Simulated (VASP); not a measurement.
# K(110): what the settings do to the level below the vacuum, part 2 of 4

How far does the level below the vacuum of K(110) depend on the numerical settings, and how far on the functional?

VASP 6.6.1, plane waves and PAW; the level of theory is named at each step.

So far, highest filled level below the vacuum (eV): step 2 (the base run) 2.37; step 3 (another mesh, mesh points along a 3, k-mesh 3×3×1) 2.35.

### Step 5. Another mesh, mesh points along a 9, k-mesh 9×9×1

Level of this step: PBE; plane waves and PAW (K_pv) (VASP).

The input, INCAR:

```
SYSTEM = K
PREC = Normal
ENCUT = 350
EDIFF = 1E-06
NELM = 120
ISMEAR = 1
SIGMA = 0.1
LREAL = .FALSE.
ALGO = Normal
GGA = PE
NBANDS = 31
LORBIT = 11
LWAVE = .FALSE.
LCHARG = .FALSE.
KPAR = 4
IDIPOL = 3
LDIPOL = .TRUE.
DIPOL = 0.5 0.5 0.5
LVHAR = .TRUE.
LVACPOTAV = .TRUE.
```

The input, POSCAR:

```
K
1.0
    3.6981684656     -2.6150000000      0.0000000000
    3.6981684656      2.6150000000      0.0000000000
    0.0000000000      0.0000000000     40.1890107936
K
7
Direct
    0.0000000000      0.0000000000      0.2239418145
    0.5000000000      0.5000000000      0.3159612097
    0.0000000000      0.0000000000      0.4079806048
    0.5000000000      0.5000000000      0.5000000000
    0.0000000000      0.0000000000      0.5920193952
    0.5000000000      0.5000000000      0.6840387903
    0.0000000000      0.0000000000      0.7760581855
```

The input, KPOINTS:

```
Automatic mesh
0
Gamma
9 9 1
0 0 0
```

PAW data sets: K_pv (PBE family, release 64).

The run is started by

```console
$ mpirun -np 4 vasp_std
```

What it wrote:

```text
[... set-up lines as in an earlier step ...]
 entering main loop
       N       E                     dE             d eps       ncg     rms          rms(c)
DAV:   1     0.106174502493E+03    0.10617E+03   -0.17123E+04  2150   0.833E+02
DAV:   2    -0.336292882523E+01   -0.10954E+03   -0.10439E+03  1760   0.170E+02
DAV:   3    -0.697953369122E+01   -0.36166E+01   -0.34684E+01  1930   0.253E+01
DAV:   4    -0.709373775045E+01   -0.11420E+00   -0.11356E+00  1947   0.409E+00
[...]
DAV:  21    -0.694213034766E+01   -0.60404E-05   -0.29069E-07  1034   0.153E-03    0.399E-04
DAV:  22    -0.694213135190E+01   -0.10042E-05   -0.63772E-08   992   0.807E-04    0.106E-04
DAV:  23    -0.694213169474E+01   -0.34284E-06   -0.14317E-08  1076   0.365E-04
 [... a notice as in an earlier step ...]

   1 F= -.69421317E+01 E0= -.69427087E+01  d E =0.173113E-02
```

Elapsed: 2.1 min, on 4 MPI ranks of AMD EPYC 7R43, shared host; peak memory 1.8 GiB.

OUTCAR, selected parts (step 5):

```text
  Total        0.2385621      0.1637125      0.2592070      0.0000000      0.0000000      0.0000000
  in kB        0.4917183      0.3374400      0.5342710      0.0000000      0.0000000      0.0000000
  external PRESSURE =       0.4544765 kB  Pullay stress =       0.0000000 kB

 POSITION                                       TOTAL-FORCE (eV/Angst)
 -----------------------------------------------------------------------------------
      0.00000      0.00000      9.00000        -0.000000      0.000000     -0.004893
      3.69817      0.00000     12.69817        -0.000000      0.000000     -0.009463
      0.00000      0.00000     16.39634         0.000000      0.000000     -0.001222
      3.69817      0.00000     20.09451        -0.000000     -0.000000      0.000000
      0.00000      0.00000     23.79267        -0.000000      0.000000      0.001222
      3.69817      0.00000     27.49084         0.000000      0.000000      0.009463
      0.00000      0.00000     31.18901        -0.000000      0.000000      0.004893
 -----------------------------------------------------------------------------------
    total drift:                                0.000000      0.000000      0.000000

  FREE ENERGIE OF THE ION-ELECTRON SYSTEM (eV)
  ---------------------------------------------------
  free  energy   TOTEN  =        -6.9421316947 eV

  energy  without entropy=       -6.9438628285  energy(sigma->0) =       -6.94270874

[... 1 part as in an earlier step ...]

[... 2 further parts left out ...]
[key lines of the parts left out:]
E-fermi :  -1.5460
```

Against the base run its depth below the vacuum changes by +0.00 eV and the energy by -6.8 meV an atom.

### Step 6. Side by side

Times are for 4 MPI ranks of AMD EPYC 7R43, shared host. The runs compared:

```csv
no.,mesh points along a,highest filled level below the vacuum (eV),energy at zero smearing (eV),time,memory (GiB)
1,3,2.349,-7.189,26 s,0.58
2,3,2.349,-7.189,28 s,0.6
3,9,2.376,-6.943,2.1 min,1.8
```

### Step 7. Another vacuum, vacuum width 5

Too little vacuum lets the faces of neighbouring images overlap, and too much only costs plane waves.

INCAR is that of step 5.

The input, POSCAR:

```
K
1.0
    3.6981684656     -2.6150000000      0.0000000000
    3.6981684656      2.6150000000      0.0000000000
    0.0000000000      0.0000000000     27.1890107936
K
7
Direct
    0.0000000000      0.0000000000      0.0919489134
    0.5000000000      0.5000000000      0.2279659423
    0.0000000000      0.0000000000      0.3639829711
    0.5000000000      0.5000000000      0.5000000000
    0.0000000000      0.0000000000      0.6360170289
    0.5000000000      0.5000000000      0.7720340577
    0.0000000000      0.0000000000      0.9080510866
```

The input, KPOINTS:

```
Automatic mesh
0
Gamma
6 6 1
0 0 0
```

The run is started by

```console
$ mpirun -np 4 vasp_std
```

What it wrote:

```text
[... set-up lines as in an earlier step ...]
 entering main loop
       N       E                     dE             d eps       ncg     rms          rms(c)
DAV:   1     0.132479658746E+03    0.13248E+03   -0.17302E+04  1006   0.892E+02
DAV:   2    -0.337075594352E+01   -0.13585E+03   -0.13063E+03   904   0.198E+02
DAV:   3    -0.697825176792E+01   -0.36075E+01   -0.34230E+01  1000   0.253E+01
DAV:   4    -0.705743857454E+01   -0.79187E-01   -0.78963E-01   947   0.319E+00
DAV:   5    -0.706123289634E+01   -0.37943E-02   -0.37929E-02  1085   0.468E-01    0.372E+00
DAV:   6    -0.724633123537E+01   -0.18510E+00   -0.23446E+00  1064   0.493E+00    0.255E+00
DAV:   7    -0.717918672896E+01    0.67145E-01   -0.40439E+00  1104   0.184E+00    0.231E+00
DAV:   8    -0.702714287414E+01    0.15204E+00   -0.59590E-01  1034   0.115E+00    0.403E-01
DAV:   9    -0.702173414354E+01    0.54087E-02   -0.22856E-02  1070   0.519E-01    0.165E-01
DAV:  10    -0.702142473060E+01    0.30941E-03   -0.40106E-03   963   0.328E-01    0.532E-02
DAV:  11    -0.702145374570E+01   -0.29015E-04   -0.14449E-03  1015   0.147E-01    0.339E-02
DAV:  12    -0.702146032403E+01   -0.65783E-05   -0.44987E-04  1056   0.665E-02    0.104E-02
DAV:  13    -0.702146273353E+01   -0.24095E-05   -0.54556E-05  1016   0.207E-02    0.387E-03
DAV:  14    -0.702146347355E+01   -0.74002E-06   -0.51062E-06   728   0.977E-03
 -----------------------------------------------------------------------------
|                                                                             |
|           W    W    AA    RRRRR   N    N  II  N    N   GGGG   !!!           |
|           W    W   A  A   R    R  NN   N  II  NN   N  G    G  !!!           |
|           W    W  A    A  R    R  N N  N  II  N N  N  G       !!!           |
|           W WW W  AAAAAA  RRRRR   N  N N  II  N  N N  G  GGG   !            |
|           WW  WW  A    A  R   R   N   NN  II  N   NN  G    G                |
|           W    W  A    A  R    R  N    N  II  N    N   GGGG   !!!           |
|                                                                             |
|     The minimum charge density times volume of the cell along the axis      |
|     of the dipole correction is larger 1E-1, which could mean that your     |
|     workfunction is not accurate as there is no field free region in        |
|     your cell. Please consider either increasing the size of your cell      |
|     along the dipole correction (vacuum dimension) or perhaps               |
|     increasing the precision of your calculation.                           |
|                                                                             |
 -----------------------------------------------------------------------------

 [... a notice as in an earlier step ...]

   1 F= -.70214635E+01 E0= -.70192441E+01  d E =-.665803E-02
 -----------------------------------------------------------------------------
|                                                                             |
|           W    W    AA    RRRRR   N    N  II  N    N   GGGG   !!!           |
|           W    W   A  A   R    R  NN   N  II  NN   N  G    G  !!!           |
|           W    W  A    A  R    R  N N  N  II  N N  N  G       !!!           |
|           W WW W  AAAAAA  RRRRR   N  N N  II  N  N N  G  GGG   !            |
|           WW  WW  A    A  R   R   N   NN  II  N   NN  G    G                |
|           W    W  A    A  R    R  N    N  II  N    N   GGGG   !!!           |
|                                                                             |
|     The minimum charge density times volume of the cell along the axis      |
|     of the dipole correction is larger 1E-1, which could mean that your     |
|     workfunction is not accurate as there is no field free region in        |
|     your cell. Please consider either increasing the size of your cell      |
|     along the dipole correction (vacuum dimension) or perhaps               |
|     increasing the precision of your calculation.                           |
|                                                                             |
 -----------------------------------------------------------------------------

 [... a notice as in an earlier step ...]
```

Elapsed: 38 s, on 4 MPI ranks; peak memory 1 GiB; 2.5 min of CPU time.

OUTCAR, selected parts (step 7):

```text
   ENCUT  =  350.0 eV  25.72 Ry    5.07 a.u.   6.91  6.91 41.47*2*pi/ulx,y,z

   NELECT =      49.0000    total number of electrons

 E-fermi :  -1.1805

 k-point     1 :       0.0000    0.0000    0.0000
  band No.  band energies     occupation
    ...
     24      -3.0542      2.00000
     25      -2.4994      2.00000
     26      -2.3544      2.00000
     27      -1.4526      2.00082
     28      -1.3525      2.03538
     29      -0.2087     -0.00000
     30      -0.0649     -0.00000
     31       1.0672      0.00000

  Total        0.5359167     -0.0183295     -0.0759058      0.0000000      0.0000000      0.0000000
  in kB        1.6327740     -0.0558445     -0.2312616      0.0000000      0.0000000      0.0000000
  external PRESSURE =       0.4485560 kB  Pullay stress =       0.0000000 kB

 POSITION                                       TOTAL-FORCE (eV/Angst)
 -----------------------------------------------------------------------------------
      0.00000      0.00000      2.50000         0.000000     -0.000000     -0.078638
      3.69817      0.00000      6.19817         0.000000     -0.000000      0.006403
      0.00000      0.00000      9.89634        -0.000000     -0.000000      0.000897
      3.69817      0.00000     13.59451        -0.000000      0.000000      0.000000
      0.00000      0.00000     17.29267        -0.000000     -0.000000     -0.000897
      3.69817      0.00000     20.99084         0.000000     -0.000000     -0.006403
      0.00000      0.00000     24.68901         0.000000     -0.000000      0.078638
 -----------------------------------------------------------------------------------
    total drift:                               -0.000000     -0.000000      0.000000

  FREE ENERGIE OF THE ION-ELECTRON SYSTEM (eV)
  ---------------------------------------------------
  free  energy   TOTEN  =        -7.0214634735 eV

  energy  without entropy=       -7.0148054414  energy(sigma->0) =       -7.01924413

[... 4 parts as in an earlier step ...]

[... 13 further parts left out ...]
```

Numbers from this step:

| Quantity | Value |
| --- | --- |
| electronic cycles | 14 |
| free energy (TOTEN) | -7.021 eV |
| energy at zero smearing | -7.019 eV |
| Fermi energy | -1.181 eV |

Force by atom:

```csv
atom,x (eV/Å),y (eV/Å),z (eV/Å),size
K1,0.0000,0.0000,-0.0786,0.0786
K2,0.0000,0.0000,0.0064,0.0064
K3,0.0000,0.0000,0.0009,0.0009
K4,0.0000,0.0000,0.0000,0.0000
K5,0.0000,0.0000,-0.0009,0.0009
K6,0.0000,0.0000,-0.0064,0.0064
K7,0.0000,0.0000,0.0786,0.0786
```

The program found no flat vacuum in this gap and printed no vacuum level, so no level below the vacuum can be given.

### Step 8. Another vacuum, vacuum width 8

INCAR is that of step 7.

The input, POSCAR:

```
K
1.0
    3.6981684656     -2.6150000000      0.0000000000
    3.6981684656      2.6150000000      0.0000000000
    0.0000000000      0.0000000000     30.1890107936
K
7
Direct
    0.0000000000      0.0000000000      0.1324985448
    0.5000000000      0.5000000000      0.2549990299
    0.0000000000      0.0000000000      0.3774995149
    0.5000000000      0.5000000000      0.5000000000
    0.0000000000      0.0000000000      0.6225004851
    0.5000000000      0.5000000000      0.7450009701
    0.0000000000      0.0000000000      0.8675014552
```

KPOINTS is that of step 7.

The run is started by

```console
$ mpirun -np 4 vasp_std
```

What it wrote:

```text
[... set-up lines as in an earlier step ...]
 entering main loop
       N       E                     dE             d eps       ncg     rms          rms(c)
DAV:   1     0.127671022721E+03    0.12767E+03   -0.17114E+04  1086   0.873E+02
DAV:   2    -0.314817986578E+01   -0.13082E+03   -0.12507E+03   897   0.191E+02
DAV:   3    -0.694890196091E+01   -0.38007E+01   -0.36878E+01  1000   0.255E+01
DAV:   4    -0.704588696115E+01   -0.96985E-01   -0.96660E-01   955   0.354E+00
[...]
DAV:  16    -0.690310699031E+01   -0.24003E-04   -0.55649E-05   662   0.141E-02    0.170E-03
DAV:  17    -0.690311033970E+01   -0.33494E-05   -0.75564E-06   689   0.573E-03    0.106E-03
DAV:  18    -0.690311097065E+01   -0.63095E-06   -0.17236E-06   673   0.266E-03
 [... a notice as in an earlier step ...]

 [... a notice as in an earlier step ...]

   1 F= -.69031110E+01 E0= -.69041499E+01  d E =0.311672E-02
 [... a notice as in an earlier step ...]

 [... a notice as in an earlier step ...]
```

It took 64 s on 4 MPI ranks; peak memory 1.1 GiB; 4.2 min of CPU time.

Parts of OUTCAR (step 8):

```text
  Total        0.3713431     -0.0004297      0.2948500      0.0000000      0.0000000      0.0000000
  in kB        1.0189401     -0.0011790      0.8090484      0.0000000      0.0000000      0.0000000
  external PRESSURE =       0.6089365 kB  Pullay stress =       0.0000000 kB

 POSITION                                       TOTAL-FORCE (eV/Angst)
 -----------------------------------------------------------------------------------
      0.00000      0.00000      4.00000         0.000000      0.000000     -0.031961
      3.69817      0.00000      7.69817         0.000000      0.000000      0.009618
      0.00000      0.00000     11.39634        -0.000000      0.000000     -0.004876
      3.69817      0.00000     15.09451         0.000000      0.000000      0.000000
      0.00000      0.00000     18.79267        -0.000000      0.000000      0.004876
      3.69817      0.00000     22.49084         0.000000      0.000000     -0.009618
      0.00000      0.00000     26.18901         0.000000      0.000000      0.031961
 -----------------------------------------------------------------------------------
    total drift:                               -0.000000     -0.000000      0.000000

  FREE ENERGIE OF THE ION-ELECTRON SYSTEM (eV)
  ---------------------------------------------------
  free  energy   TOTEN  =        -6.9031109706 eV

  energy  without entropy=       -6.9062276956  energy(sigma->0) =       -6.90414988

[... 1 part as in an earlier step ...]

[... 2 further parts left out ...]
[key lines of the parts left out:]
E-fermi :  -1.2717
```

The program found no flat vacuum in this gap and printed no vacuum level, so no level below the vacuum can be given.

### Step 9. Another vacuum, vacuum width 24

INCAR is that of step 8.

The input, POSCAR:

```
K
1.0
    3.6981684656     -2.6150000000      0.0000000000
    3.6981684656      2.6150000000      0.0000000000
    0.0000000000      0.0000000000     46.1890107936
K
7
Direct
    0.0000000000      0.0000000000      0.2598020567
    0.5000000000      0.5000000000      0.3398680378
    0.0000000000      0.0000000000      0.4199340189
    0.5000000000      0.5000000000      0.5000000000
    0.0000000000      0.0000000000      0.5800659811
    0.5000000000      0.5000000000      0.6601319622
    0.0000000000      0.0000000000      0.7401979433
```

KPOINTS is that of step 8.

The run is started by

```console
$ mpirun -np 4 vasp_std
```

What it wrote:

```text
[... set-up lines as in an earlier step ...]
 entering main loop
       N       E                     dE             d eps       ncg     rms          rms(c)
DAV:   1     0.992117418691E+02    0.99212E+02   -0.17146E+04  1134   0.815E+02
DAV:   2    -0.414047396690E+01   -0.10335E+03   -0.98385E+02   918   0.163E+02
DAV:   3    -0.696665095380E+01   -0.28262E+01   -0.27606E+01   993   0.249E+01
DAV:   4    -0.705392165883E+01   -0.87271E-01   -0.87143E-01  1025   0.396E+00
[...]
DAV:  22    -0.689552115962E+01   -0.19883E-05   -0.76639E-08   501   0.635E-04    0.289E-04
DAV:  23    -0.689552298841E+01   -0.18288E-05   -0.15088E-07   487   0.697E-04    0.121E-04
DAV:  24    -0.689552313714E+01   -0.14874E-06   -0.71041E-09   473   0.217E-04
 [... a notice as in an earlier step ...]

   1 F= -.68955231E+01 E0= -.68951270E+01  d E =-.118848E-02
```

Wall time 1.7 min (4 MPI ranks); peak memory 1.6 GiB; 6.6 min of CPU time.

From OUTCAR (step 9):

```text
  Total        0.3780240      0.0470085      0.3174145     -0.0000000      0.0000000      0.0000000
  in kB        0.6779583      0.0843062      0.5692595     -0.0000000      0.0000000      0.0000000
  external PRESSURE =       0.4438413 kB  Pullay stress =       0.0000000 kB

 POSITION                                       TOTAL-FORCE (eV/Angst)
 -----------------------------------------------------------------------------------
      0.00000      0.00000     12.00000         0.000000      0.000000     -0.018868
      3.69817      0.00000     15.69817        -0.000000      0.000000      0.010201
      0.00000      0.00000     19.39634        -0.000000      0.000000     -0.007069
      3.69817      0.00000     23.09451         0.000000      0.000000     -0.000000
      0.00000      0.00000     26.79267         0.000000      0.000000      0.007069
      3.69817      0.00000     30.49084        -0.000000      0.000000     -0.010201
      0.00000      0.00000     34.18901        -0.000000      0.000000      0.018868
 -----------------------------------------------------------------------------------
    total drift:                                0.000000     -0.000000      0.000000

  FREE ENERGIE OF THE ION-ELECTRON SYSTEM (eV)
  ---------------------------------------------------
  free  energy   TOTEN  =        -6.8955231371 eV

  energy  without entropy=       -6.8943346556  energy(sigma->0) =       -6.89512698

[... 1 part as in an earlier step ...]

[... 2 further parts left out ...]
[key lines of the parts left out:]
E-fermi :  -1.6443
```

Against the base run its depth below the vacuum changes by +0.00 eV and the energy by -0.0 meV an atom.

### Step 10. The series together

Times are for 4 MPI ranks of AMD EPYC 7R43, shared host. The series side by side:

```csv
no.,vacuum width,electronic cycles,free energy (TOTEN) (eV),time,memory (GiB)
1,5,14,-7.021,38 s,1.0
2,8,18,-6.903,64 s,1.1
3,24,24,-6.896,1.7 min,1.6
```

[end of part 2 of 4]

[Lines on the potential files, build, host, timing and source positions are cut from VASP's logs without a mark.]

[Logs are printed without paths, hosts, clocks, repeated set-up lines and the standing remarks that a program may print on its own settings, such as how far it seeks lower states.]

[Hosts, paths, dates, database ids (printed as entryN), source tags and the programs' standing remarks are cut or masked in the printed files.]

[In band tables of VASP the shares of atoms and orbitals are scaled to a sum of 1 inside the atoms' spheres.]

[Runs that stopped without an error message from VASP are left out.]
